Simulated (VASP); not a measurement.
# NbSi2: convergence with the plane-wave cutoff and SCF solver, part 2 of 4

A convergence test on NbSi2: the plane-wave cutoff and SCF solver. The series runs use PBE. The start is a cell from a database of measured crystal structures.

VASP 6.6.1; PBE; plane waves and PAW (Nb_sv, Si).

Still holding for the runs below: This run has no spin polarisation. Its electron count is odd, so without a moment it is a metal by construction. The k-mesh is coarse for a metal.

So far. Step 4 (Plane-wave cutoff: ENCUT = 260): Against the run before the energy moves by -25.23 meV an atom and the pressure by +12.18 GPa, after 14 cycles in 6.8 s.

### Step 5. Plane-wave cutoff: ENCUT = 290

INCAR reads:

```
SYSTEM = NbSi2
PREC = Accurate
ENCUT = 290
EDIFF = 1E-06
NELM = 100
ISMEAR = -1
SIGMA = 0.05
LREAL = .FALSE.
ALGO = Normal
GGA = PE
NBANDS = 40
LASPH = .TRUE.
LORBIT = 11
LWAVE = .FALSE.
LCHARG = .FALSE.
KPAR = 8
ISIF = 2
```

POSCAR reads:

```
NbSi2
1.0
    4.8190000000      0.0000000000      0.0000000000
   -2.4095000000      4.1733764208      0.0000000000
    0.0000000000      0.0000000000      6.5920000000
Nb Si
3 6
Direct
    0.5000000000      0.0000000000      0.5000000000
    0.5000000000      0.5000000000      0.8333333333
    0.0000000000      0.5000000000      0.1666666667
    0.1599000000      0.3198000000      0.5000000000
    0.8401000000      0.1599000000      0.8333333333
    0.6802000000      0.8401000000      0.1666666667
    0.8401000000      0.6802000000      0.5000000000
    0.1599000000      0.8401000000      0.8333333333
    0.3198000000      0.1599000000      0.1666666667
```

KPOINTS reads:

```
Automatic mesh
0
Gamma
6 6 4
0 0 0
```

Potentials, in the order of the species: Nb_sv and Si (PBE family, release 64).

Launch:

```sh
mpirun -np 8 vasp_std
```

The program printed:

```text
[... set-up lines as in an earlier step ...]
 entering main loop
       N       E                     dE             d eps       ncg     rms          rms(c)
DAV:   1     0.353918301855E+03    0.35392E+03   -0.23128E+04  1760   0.981E+02
DAV:   2    -0.369098263194E+02   -0.39083E+03   -0.37590E+03  2192   0.377E+02
DAV:   3    -0.685328134990E+02   -0.31623E+02   -0.31125E+02  2912   0.767E+01
DAV:   4    -0.706494404385E+02   -0.21166E+01   -0.21079E+01  2600   0.193E+01
[...]
DAV:  12    -0.681671808991E+02    0.19374E-04   -0.50882E-05  2720   0.467E-02    0.111E-02
DAV:  13    -0.681671827638E+02   -0.18648E-05   -0.63290E-06  1960   0.145E-02    0.458E-03
DAV:  14    -0.681671832078E+02   -0.44401E-06   -0.61453E-07  1344   0.642E-03
   1 F= -.68167183E+02 E0= -.68151254E+02  d E =-.318577E-01
```

The job ended after 7.4 s (8 MPI ranks of AMD EPYC 9R45, shared host; peak memory 1.4 GiB; 52 s of CPU time).

Parts of OUTCAR (step 5):

```text
  Total       -1.2835503     -1.2835503      0.7454320      0.0000000      0.0000000      0.0000000
  in kB      -15.5117856    -15.5117856      9.0085925      0.0000000      0.0000000      0.0000000
  external PRESSURE =      -7.3383262 kB  Pullay stress =       0.0000000 kB

 POSITION                                       TOTAL-FORCE (eV/Angst)
 -----------------------------------------------------------------------------------
      2.40950      0.00000      3.29600         0.000000      0.000000      0.000000
      1.20475      2.08669      5.49333         0.000000      0.000000     -0.000000
     -1.20475      2.08669      1.09867         0.000000      0.000000      0.000000
      0.00000      1.33465      3.29600        -0.000000     -0.050690      0.000000
      3.66316      0.66732      5.49333         0.043899     -0.025345      0.000000
      1.25366      3.50605      1.09867         0.043899      0.025345      0.000000
      2.40950      2.83873      3.29600         0.000000      0.050690      0.000000
     -1.25366      3.50605      5.49333        -0.043899      0.025345      0.000000
      1.15584      0.66732      1.09867        -0.043899     -0.025345      0.000000
 -----------------------------------------------------------------------------------
    total drift:                                0.000000     -0.000000      0.000001

  FREE ENERGIE OF THE ION-ELECTRON SYSTEM (eV)
  ---------------------------------------------------
  free  energy   TOTEN  =       -68.1671832078 eV

  energy  without entropy=      -68.1353254844  energy(sigma->0) =      -68.15125435

[... 1 part as in an earlier step ...]

[... 2 further parts left out ...]
[key lines of the parts left out:]
E-fermi :  11.3023
```

Against the run before the energy moves by +3.25 meV an atom and the pressure by +1.73 GPa, after 14 cycles in 7.4 s.

### Step 6. Plane-wave cutoff: ENCUT = 340

Changes to INCAR since step 5:

```diff
@@ -2,3 +2,3 @@
 PREC = Accurate
-ENCUT = 290
+ENCUT = 340
 EDIFF = 1E-06
```

POSCAR is that of step 5.

KPOINTS is that of step 5.

Launch:

```sh
mpirun -np 8 vasp_std
```

The program printed:

```text
[... set-up lines as in an earlier step ...]
 entering main loop
       N       E                     dE             d eps       ncg     rms          rms(c)
DAV:   1     0.407333883735E+03    0.40733E+03   -0.25269E+04  1720   0.110E+03
DAV:   2    -0.327195602652E+02   -0.44005E+03   -0.42324E+03  2120   0.407E+02
DAV:   3    -0.680874358367E+02   -0.35368E+02   -0.34686E+02  2920   0.845E+01
DAV:   4    -0.706591452815E+02   -0.25717E+01   -0.25588E+01  2592   0.205E+01
[...]
DAV:  12    -0.682017521965E+02    0.49795E-05   -0.53807E-05  2536   0.498E-02    0.926E-03
DAV:  13    -0.682017509468E+02    0.12497E-05   -0.70218E-06  2016   0.148E-02    0.347E-03
DAV:  14    -0.682017501556E+02    0.79118E-06   -0.58407E-07  1344   0.587E-03
   1 F= -.68201750E+02 E0= -.68185810E+02  d E =-.318804E-01
```

The job ended after 8.4 s (8 MPI ranks; peak memory 1.6 GiB; 59 s of CPU time).

OUTCAR, selected parts (step 6):

```text
  Total       -0.8882269     -0.8882269      0.9998415      0.0000000     -0.0000000      0.0000000
  in kB      -10.7342774    -10.7342774     12.0831464      0.0000000     -0.0000000      0.0000000
  external PRESSURE =      -3.1284694 kB  Pullay stress =       0.0000000 kB

 POSITION                                       TOTAL-FORCE (eV/Angst)
 -----------------------------------------------------------------------------------
      2.40950      0.00000      3.29600        -0.000000      0.000000     -0.000000
      1.20475      2.08669      5.49333        -0.000000      0.000000     -0.000000
     -1.20475      2.08669      1.09867        -0.000000      0.000000      0.000000
      0.00000      1.33465      3.29600        -0.000000     -0.048025     -0.000000
      3.66316      0.66732      5.49333         0.041591     -0.024013     -0.000000
      1.25366      3.50605      1.09867         0.041591      0.024013     -0.000000
      2.40950      2.83873      3.29600        -0.000000      0.048025     -0.000000
     -1.25366      3.50605      5.49333        -0.041591      0.024013     -0.000000
      1.15584      0.66732      1.09867        -0.041591     -0.024013     -0.000000
 -----------------------------------------------------------------------------------
    total drift:                               -0.000000     -0.000000      0.000001

  FREE ENERGIE OF THE ION-ELECTRON SYSTEM (eV)
  ---------------------------------------------------
  free  energy   TOTEN  =       -68.2017501556 eV

  energy  without entropy=      -68.1698697065  energy(sigma->0) =      -68.18580993

[... 1 part as in an earlier step ...]

[... 2 further parts left out ...]
[key lines of the parts left out:]
E-fermi :  11.2989
```

Against the run before the energy moves by -3.84 meV an atom and the pressure by +0.42 GPa, after 14 cycles in 8.4 s.

### Step 7. Plane-wave cutoff: ENCUT = 380

Changes to INCAR since step 6:

```diff
@@ -2,3 +2,3 @@
 PREC = Accurate
-ENCUT = 340
+ENCUT = 380
 EDIFF = 1E-06
```

POSCAR is that of step 6.

KPOINTS is that of step 6.

Launch:

```sh
mpirun -np 8 vasp_std
```

The program printed:

```text
[... set-up lines as in an earlier step ...]
 entering main loop
       N       E                     dE             d eps       ncg     rms          rms(c)
DAV:   1     0.439000996806E+03    0.43900E+03   -0.26612E+04  1704   0.119E+03
DAV:   2    -0.301199160802E+02   -0.46912E+03   -0.45253E+03  2088   0.433E+02
DAV:   3    -0.675312560479E+02   -0.37411E+02   -0.36645E+02  2896   0.894E+01
DAV:   4    -0.706717212313E+02   -0.31405E+01   -0.31223E+01  2640   0.237E+01
[...]
DAV:  12    -0.682182121579E+02    0.38612E-05   -0.45202E-05  2536   0.481E-02    0.889E-03
DAV:  13    -0.682182105067E+02    0.16511E-05   -0.65097E-06  2024   0.134E-02    0.310E-03
DAV:  14    -0.682182098827E+02    0.62403E-06   -0.58334E-07  1344   0.605E-03
   1 F= -.68218210E+02 E0= -.68202269E+02  d E =-.318811E-01
```

Wall time 9.6 s (8 MPI ranks); peak memory 1.7 GiB.

From OUTCAR (step 7):

```text
  Total       -0.8414560     -0.8414560      1.0386832      0.0000000     -0.0000000      0.0000000
  in kB      -10.1690478    -10.1690478     12.5525512      0.0000000     -0.0000000      0.0000000
  external PRESSURE =      -2.5951815 kB  Pullay stress =       0.0000000 kB

 POSITION                                       TOTAL-FORCE (eV/Angst)
 -----------------------------------------------------------------------------------
      2.40950      0.00000      3.29600         0.000000      0.000000     -0.000000
      1.20475      2.08669      5.49333         0.000000      0.000000      0.000000
     -1.20475      2.08669      1.09867         0.000000      0.000000     -0.000000
      0.00000      1.33465      3.29600        -0.000000     -0.047427     -0.000000
      3.66316      0.66732      5.49333         0.041073     -0.023714     -0.000000
      1.25366      3.50605      1.09867         0.041073      0.023714     -0.000000
      2.40950      2.83873      3.29600         0.000000      0.047427     -0.000000
     -1.25366      3.50605      5.49333        -0.041073      0.023714     -0.000000
      1.15584      0.66732      1.09867        -0.041073     -0.023714     -0.000000
 -----------------------------------------------------------------------------------
    total drift:                               -0.000000      0.000000      0.000001

  FREE ENERGIE OF THE ION-ELECTRON SYSTEM (eV)
  ---------------------------------------------------
  free  energy   TOTEN  =       -68.2182098827 eV

  energy  without entropy=      -68.1863287919  energy(sigma->0) =      -68.20226934

[... 1 part as in an earlier step ...]

[... 2 further parts left out ...]
[key lines of the parts left out:]
E-fermi :  11.2980
```

Against the run before the energy moves by -1.83 meV an atom and the pressure by +0.05 GPa, after 14 cycles in 9.6 s.

### Step 8. Plane-wave cutoff: ENCUT = 470

Changes to INCAR since step 7:

```diff
@@ -2,3 +2,3 @@
 PREC = Accurate
-ENCUT = 380
+ENCUT = 470
 EDIFF = 1E-06
```

POSCAR is that of step 7.

KPOINTS is that of step 7.

Launch:

```sh
mpirun -np 8 vasp_std
```

The program printed:

```text
[... set-up lines as in an earlier step ...]
 entering main loop
       N       E                     dE             d eps       ncg     rms          rms(c)
DAV:   1     0.510832628652E+03    0.51083E+03   -0.29672E+04  1688   0.139E+03
DAV:   2    -0.230270621804E+02   -0.53386E+03   -0.51761E+03  2080   0.497E+02
DAV:   3    -0.675548631139E+02   -0.44528E+02   -0.43214E+02  2944   0.104E+02
DAV:   4    -0.706279488795E+02   -0.30731E+01   -0.30493E+01  2648   0.238E+01
[...]
DAV:  12    -0.682297446558E+02    0.21584E-05   -0.47358E-05  2576   0.513E-02    0.100E-02
DAV:  13    -0.682297424114E+02    0.22444E-05   -0.64757E-06  2024   0.107E-02    0.365E-03
DAV:  14    -0.682297418459E+02    0.56551E-06   -0.76806E-07  1336   0.854E-03
   1 F= -.68229742E+02 E0= -.68213795E+02  d E =-.318940E-01
```

Wall time 13 s (8 MPI ranks); peak memory 2.2 GiB.

Parts of OUTCAR (step 8):

```text
  Total       -0.6791846     -0.6791846      1.1973827     -0.0000000     -0.0000000      0.0000000
  in kB       -8.2079886     -8.2079886     14.4704445     -0.0000000     -0.0000000      0.0000000
  external PRESSURE =      -0.6485109 kB  Pullay stress =       0.0000000 kB

 POSITION                                       TOTAL-FORCE (eV/Angst)
 -----------------------------------------------------------------------------------
      2.40950      0.00000      3.29600         0.000000      0.000000     -0.000000
      1.20475      2.08669      5.49333         0.000000      0.000000      0.000000
     -1.20475      2.08669      1.09867         0.000000      0.000000     -0.000000
      0.00000      1.33465      3.29600         0.000000     -0.046363     -0.000000
      3.66316      0.66732      5.49333         0.040152     -0.023182     -0.000000
      1.25366      3.50605      1.09867         0.040152      0.023182     -0.000000
      2.40950      2.83873      3.29600         0.000000      0.046363     -0.000000
     -1.25366      3.50605      5.49333        -0.040152      0.023182     -0.000000
      1.15584      0.66732      1.09867        -0.040152     -0.023182     -0.000000
 -----------------------------------------------------------------------------------
    total drift:                               -0.000000      0.000000      0.000001

  FREE ENERGIE OF THE ION-ELECTRON SYSTEM (eV)
  ---------------------------------------------------
  free  energy   TOTEN  =       -68.2297418459 eV

  energy  without entropy=      -68.1978478957  energy(sigma->0) =      -68.21379487

[... 1 part as in an earlier step ...]

[... 2 further parts left out ...]
[key lines of the parts left out:]
E-fermi :  11.2959
```

Against the run before the energy moves by -1.28 meV an atom and the pressure by +0.19 GPa, after 14 cycles in 13 s.

### Step 9. Plane-wave cutoff: ENCUT = 590

Changes to INCAR since step 8:

```diff
@@ -2,3 +2,3 @@
 PREC = Accurate
-ENCUT = 470
+ENCUT = 590
 EDIFF = 1E-06
```

POSCAR is that of step 8.

KPOINTS is that of step 8.

Launch:

```sh
mpirun -np 8 vasp_std
```

The program printed:

```text
[... set-up lines as in an earlier step ...]
 entering main loop
       N       E                     dE             d eps       ncg     rms          rms(c)
DAV:   1     0.598608655948E+03    0.59861E+03   -0.33241E+04  1680   0.166E+03
DAV:   2    -0.142456150452E+02   -0.61285E+03   -0.59185E+03  2040   0.567E+02
DAV:   3    -0.666973617503E+02   -0.52452E+02   -0.51067E+02  2896   0.121E+02
DAV:   4    -0.705811741480E+02   -0.38838E+01   -0.38503E+01  2656   0.274E+01
[...]
DAV:  12    -0.682293994766E+02    0.49601E-05   -0.64720E-05  2584   0.664E-02    0.133E-02
DAV:  13    -0.682293967779E+02    0.26987E-05   -0.14264E-05  2376   0.225E-02    0.398E-03
DAV:  14    -0.682293958541E+02    0.92386E-06   -0.11808E-06  1344   0.109E-02
   1 F= -.68229396E+02 E0= -.68213447E+02  d E =-.318971E-01
```

The job ended after 19 s (8 MPI ranks; peak memory 2.7 GiB; 2.3 min of CPU time).

Parts of OUTCAR (step 9):

```text
  Total       -0.6309251     -0.6309251      1.2488868      0.0000000     -0.0000000      0.0000000
  in kB       -7.6247696     -7.6247696     15.0928751      0.0000000     -0.0000000      0.0000000
  external PRESSURE =      -0.0522214 kB  Pullay stress =       0.0000000 kB

 POSITION                                       TOTAL-FORCE (eV/Angst)
 -----------------------------------------------------------------------------------
      2.40950      0.00000      3.29600         0.000000     -0.000000     -0.000000
      1.20475      2.08669      5.49333         0.000000     -0.000000      0.000000
     -1.20475      2.08669      1.09867         0.000000     -0.000000      0.000000
      0.00000      1.33465      3.29600         0.000000     -0.046650     -0.000000
      3.66316      0.66732      5.49333         0.040400     -0.023325     -0.000000
      1.25366      3.50605      1.09867         0.040400      0.023325     -0.000000
      2.40950      2.83873      3.29600         0.000000      0.046650     -0.000000
     -1.25366      3.50605      5.49333        -0.040400      0.023325     -0.000000
      1.15584      0.66732      1.09867        -0.040400     -0.023325     -0.000000
 -----------------------------------------------------------------------------------
    total drift:                               -0.000000      0.000000      0.000001

  FREE ENERGIE OF THE ION-ELECTRON SYSTEM (eV)
  ---------------------------------------------------
  free  energy   TOTEN  =       -68.2293958541 eV

  energy  without entropy=      -68.1974987990  energy(sigma->0) =      -68.21344733

[... 1 part as in an earlier step ...]

[... 2 further parts left out ...]
[key lines of the parts left out:]
E-fermi :  11.2954
```

Against the run before the energy moves by +0.04 meV an atom and the pressure by +0.06 GPa, after 14 cycles in 19 s.

### Step 10. The plane-wave cutoff series as a table

This step: convergence of PBE results with the cutoff; plane waves and PAW (VASP 6.6.1).

Derived from the runs above.

Differences are taken from the run with ENCUT = 590. Results of the series, by row:

| setting | status | energy less the reference (meV/atom) | pressure (GPa) | largest force difference (meV/Å) | SCF cycles | wall time (s) |
| --- | --- | --- | --- | --- | --- | --- |
| ENCUT = 180 | converged | 215.2 | -63.87 | 65.44 | 13 | 4.4 |
| ENCUT = 220 | converged | 28.89 | -14.64 | 2.279 | 13 | 4.4 |
| ENCUT = 260 | converged | 3.664 | -2.466 | 1.954 | 14 | 6.8 |
| ENCUT = 290 | converged | 6.91 | -0.7338 | 4.04 | 14 | 7.4 |
| ENCUT = 340 | converged | 3.071 | -0.3128 | 1.375 | 14 | 8.4 |
| ENCUT = 380 | converged | 1.242 | -0.2595 | 0.777 | 14 | 9.6 |
| ENCUT = 470 | converged | -0.03862 | -0.06485 | 0.287 | 14 | 13.4 |
| ENCUT = 590 | converged | 0 | -0.005222 | 0 | 14 | 18.6 |

### Step 11. SCF solver: ALGO = Normal

This step: PBE; plane waves and PAW (Nb_sv, Si) (VASP 6.6.1).

All solvers should reach one answer; they differ in cycles and robustness.

Changes to INCAR since step 9:

```diff
@@ -2,3 +2,3 @@
 PREC = Accurate
-ENCUT = 590
+ENCUT = 400
 EDIFF = 1E-06
```

POSCAR is that of step 9.

KPOINTS is that of step 9.

Launch:

```sh
mpirun -np 8 vasp_std
```

The program printed:

```text
[... set-up lines as in an earlier step ...]
 entering main loop
       N       E                     dE             d eps       ncg     rms          rms(c)
DAV:   1     0.452752260580E+03    0.45275E+03   -0.27393E+04  1688   0.124E+03
DAV:   2    -0.296596082070E+02   -0.48241E+03   -0.46559E+03  2128   0.444E+02
DAV:   3    -0.679949152683E+02   -0.38335E+02   -0.37647E+02  2928   0.915E+01
DAV:   4    -0.706691072046E+02   -0.26742E+01   -0.26562E+01  2648   0.218E+01
DAV:   5    -0.707905426866E+02   -0.12144E+00   -0.12119E+00  2792   0.522E+00    0.170E+01
DAV:   6    -0.683646834114E+02    0.24259E+01   -0.14209E+01  2464   0.186E+01    0.603E+00
DAV:   7    -0.682558437352E+02    0.10884E+00   -0.14399E+00  2504   0.482E+00    0.374E+00
DAV:   8    -0.682242542609E+02    0.31589E-01   -0.16129E-01  2576   0.228E+00    0.719E-01
DAV:   9    -0.682245815264E+02   -0.32727E-03   -0.28927E-02  2832   0.757E-01    0.498E-01
DAV:  10    -0.682246234770E+02   -0.41951E-04   -0.42161E-03  2240   0.460E-01    0.675E-02
DAV:  11    -0.682245561714E+02    0.67306E-04   -0.44221E-04  2736   0.103E-01    0.273E-02
DAV:  12    -0.682245543994E+02    0.17719E-05   -0.40034E-05  2512   0.459E-02    0.806E-03
DAV:  13    -0.682245525394E+02    0.18600E-05   -0.39251E-06  1840   0.910E-03    0.381E-03
DAV:  14    -0.682245520877E+02    0.45177E-06   -0.43046E-07  1344   0.478E-03
   1 F= -.68224552E+02 E0= -.68208610E+02  d E =-.318851E-01
```

It took 11 s on 8 MPI ranks; peak memory 1.9 GiB.

OUTCAR, selected parts (step 11):

```text
   ENCUT  =  400.0 eV  29.40 Ry    5.42 a.u.   7.86  7.86 10.75*2*pi/ulx,y,z

   NELECT =      63.0000    total number of electrons

 E-fermi :  11.2975

 k-point     1 :       0.0000    0.0000    0.0000
  band No.  band energies     occupation
    ...
     28       9.1359      2.00000
     29       9.1589      2.00000
     30       9.3565      2.00000
     31       9.3565      2.00000
     32      10.2269      2.00000
     33      12.0808      0.00000
     34      14.4464      0.00000
     35      14.5170      0.00000
     36      14.5687      0.00000
     37      14.5715      0.00000
    ...

  Total       -0.8118823     -0.8118823      1.0666552      0.0000000     -0.0000000      0.0000000
  in kB       -9.8116484     -9.8116484     12.8905950      0.0000000     -0.0000000      0.0000000
  external PRESSURE =      -2.2442339 kB  Pullay stress =       0.0000000 kB

 POSITION                                       TOTAL-FORCE (eV/Angst)
 -----------------------------------------------------------------------------------
      2.40950      0.00000      3.29600        -0.000000     -0.000000     -0.000000
      1.20475      2.08669      5.49333        -0.000000     -0.000000      0.000000
     -1.20475      2.08669      1.09867        -0.000000     -0.000000      0.000000
      0.00000      1.33465      3.29600        -0.000000     -0.047108     -0.000000
      3.66316      0.66732      5.49333         0.040797     -0.023554     -0.000000
      1.25366      3.50605      1.09867         0.040797      0.023554      0.000000
      2.40950      2.83873      3.29600        -0.000000      0.047108     -0.000000
     -1.25366      3.50605      5.49333        -0.040797      0.023554      0.000000
      1.15584      0.66732      1.09867        -0.040797     -0.023554     -0.000000
 -----------------------------------------------------------------------------------
    total drift:                               -0.000000      0.000000      0.000001

  FREE ENERGIE OF THE ION-ELECTRON SYSTEM (eV)
  ---------------------------------------------------
  free  energy   TOTEN  =       -68.2245520877 eV

  energy  without entropy=      -68.1926669395  energy(sigma->0) =      -68.20860951

[... 6 parts as in an earlier step ...]

[... 10 further parts left out ...]
```

Numbers from this step:

```yaml
free_energy_toten: -68.2246 eV
energy_at_zero_smearing: -68.2086 eV
pressure: -0.2244 GPa
```

The series starts at -7.5787 eV an atom and -0.22 GPa, after 14 cycles in 11 s.

[end of part 2 of 4]

[Lines on the potential files, build, host, timing and source positions are cut from VASP's logs without a mark.]

[Logs are printed without paths, hosts, clocks, repeated set-up lines and the standing remarks that a program may print on its own settings, such as how far it seeks lower states.]

[Hosts, paths, dates, database ids (printed as entryN), source tags and the programs' standing remarks are cut or masked in the printed files.]

[A measured line is paired with the nearest computed mode of its activity, which favours agreement.]
